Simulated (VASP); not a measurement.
Method: PBE GGA, VASP's PBE PAW potentials (set 64) (plane waves; VASP).

VASP ran on this input.

**INCAR**
```
! general
SYSTEM   =  SbRu
PREC     =  Accurate
ENCUT    =  300
LREAL    =  .FALSE.   ! projection in real space or not
LASPH    =  .TRUE.   ! aspherical one-centre terms

! electronic loop
EDIFF    =  1E-6   ! SCF stop (eV)
NELM     =  100
ALGO     =  Normal   ! blocked Davidson
LMAXMIX  =  4   ! l cut-off of mixed one-centre charges

! smearing
ISMEAR   =  0
SIGMA    =  0.136   ! width (eV)

! functional
GGA      =  PE   ! PBE

! ions
ISIF     =  2   ! forces and stress, cell fixed

! output
LWAVE    =  .FALSE.
LCHARG   =  .FALSE.
```

### KPOINTS
```
Automatic
0
G
5 5 5
```

**POSCAR**
```
SbRu
1
    3.3137620000     0.0000000000     0.0000000000
    0.0000000000     3.3137620000     0.0000000000
    0.0000000000     0.0000000000     3.3137620000
Ru Sb
1 1
Direct
  0.0047340000  -0.0089940000   0.0028050000
  0.4952660000   0.5089940000   0.4971950000
```

POTCAR, in this order: Ru_pv Sb (PBE.64 set). Program: vasp_std.

Output

OUTCAR:
```
 ion  position               nearest neighbor table
   1  0.005  0.991  0.003-   2 2.81   2 2.83   2 2.84   2 2.87   2 2.88   2 2.90   2 2.91   2 2.93
  LATTYP: Found a simple cubic cell.
 ALAT       =     3.3137620000
 Subroutine PRICEL returns:
 Original cell was already a primitive cell.
 Subroutine GETGRP returns: Found  1 space group operations
The static configuration has the point symmetry C_1 .
The dynamic configuration has the point symmetry C_1 .
 Subroutine INISYM returns: Found  1 space group operations
 Subroutine IBZKPT returns following result:
 Found     63 irreducible k-points:

 Following reciprocal coordinates:
            Coordinates               Weight
  0.000000  0.000000  0.000000      1.000000
  0.200000  0.000000  0.000000      2.000000
  0.000000  0.200000  0.000000      2.000000
  0.000000  0.000000  0.200000      2.000000
  0.400000  0.000000  0.000000      2.000000
  0.000000  0.400000  0.000000      2.000000
  0.000000  0.000000  0.400000      2.000000
  0.200000  0.200000  0.000000      2.000000
  0.000000  0.200000  0.200000      2.000000
  0.200000  0.000000  0.200000      2.000000
 -0.200000  0.200000  0.000000      2.000000
 -0.200000  0.000000  0.200000      2.000000
  0.000000 -0.200000  0.200000      2.000000
  0.400000  0.200000  0.000000      2.000000
  0.000000  0.400000  0.200000      2.000000
  0.200000  0.000000  0.400000      2.000000
 -0.200000  0.400000  0.000000      2.000000
 -0.400000  0.000000  0.200000      2.000000
  0.000000  0.200000  0.400000      2.000000
  0.000000 -0.400000  0.200000      2.000000
 -0.200000  0.000000  0.400000      2.000000
  0.400000  0.000000  0.200000      2.000000
  0.000000 -0.200000  0.400000      2.000000
  0.400000 -0.200000  0.000000      2.000000
  0.200000  0.400000  0.000000      2.000000
...
```

File OSZICAR:
```
       N       E                     dE             d eps       ncg     rms          rms(c)
DAV:   1     0.645747492168E+02    0.64575E+02   -0.78719E+03  2094   0.846E+02
DAV:   2    -0.117257618219E+02   -0.76301E+02   -0.74330E+02  1958   0.242E+02
DAV:   3    -0.132774209304E+02   -0.15517E+01   -0.14983E+01  1913   0.355E+01
DAV:   4    -0.132974860123E+02   -0.20065E-01   -0.20060E-01  2119   0.419E+00
DAV:   5    -0.132977990648E+02   -0.31305E-03   -0.31304E-03  1931   0.467E-01    0.812E+00
DAV:   6    -0.131390221078E+02    0.15878E+00   -0.13019E+00  1658   0.121E+01    0.318E+00
DAV:   7    -0.130682375238E+02    0.70785E-01   -0.26025E-01  1658   0.519E+00    0.258E+00
DAV:   8    -0.130506551146E+02    0.17582E-01   -0.63863E-02  1758   0.235E+00    0.238E-01
DAV:   9    -0.130504292906E+02    0.22582E-03   -0.76815E-04  1858   0.223E-01    0.181E-01
DAV:  10    -0.130503255935E+02    0.10370E-03   -0.23487E-04  1708   0.175E-01    0.281E-02
DAV:  11    -0.130503237886E+02    0.18049E-05   -0.24999E-05  1948   0.470E-02    0.863E-03
DAV:  12    -0.130503226910E+02    0.10976E-05   -0.11792E-06  1017   0.112E-02    0.240E-03
DAV:  13    -0.130503224582E+02    0.23279E-06   -0.15876E-07   824   0.426E-03
   1 F= -.13050322E+02 E0= -.13036770E+02  d E =-.271040E-01
```

### OUTCAR
```
------------------------ aborting loop because EDIFF is reached ----------------------------------------
  FORCE on cell =-STRESS in cart. coord.  units (eV):
  Direction    XX          YY          ZZ          XY          YZ          ZX
  --------------------------------------------------------------------------------------
  Total       -1.3782221     -1.3999656     -1.3727421     -0.0423800     -0.0251744      0.0133403
  in kB      -60.6828352    -61.6401975    -60.4415488     -1.8659837     -1.1084242      0.5873694
  external PRESSURE =     -60.9215272 kB  Pullay stress =       0.0000000 kB
  volume of cell :       36.39
      direct lattice vectors                 reciprocal lattice vectors
     3.313762000  0.000000000  0.000000000     0.301771823  0.000000000  0.000000000
     0.000000000  3.313762000  0.000000000     0.000000000  0.301771823  0.000000000
     0.000000000  0.000000000  3.313762000     0.000000000  0.000000000  0.301771823
 POSITION                                       TOTAL-FORCE (eV/Angst)
 -----------------------------------------------------------------------------------
      0.01569      3.28396      0.00930        -0.069740      0.129469     -0.041577
      1.64119      1.68668      1.64759         0.069740     -0.129469      0.041577
 -----------------------------------------------------------------------------------
    total drift:                               -0.000321     -0.000052     -0.000276
  FREE ENERGIE OF THE ION-ELECTRON SYSTEM (eV)
  ---------------------------------------------------
  free  energy   TOTEN  =       -13.0503224582 eV

  energy  without entropy=      -13.0232184869  energy(sigma->0) =      -13.03677047
```
(Selected blocks of OUTCAR.)

At this cut-off the stress carries a Pulay error, which pulls relaxed volumes low.

The structure was generated: SbRu was put into an ordered model structure, which need not be its known phase. The cell was not relaxed at this level, atoms are displaced from their ideal sites. The k-mesh is coarse (spacing up to 0.38 per Å, 2π included), so the numbers may not be converged in it. The electron count is odd and the run is not spin-polarised, which forces a metal.
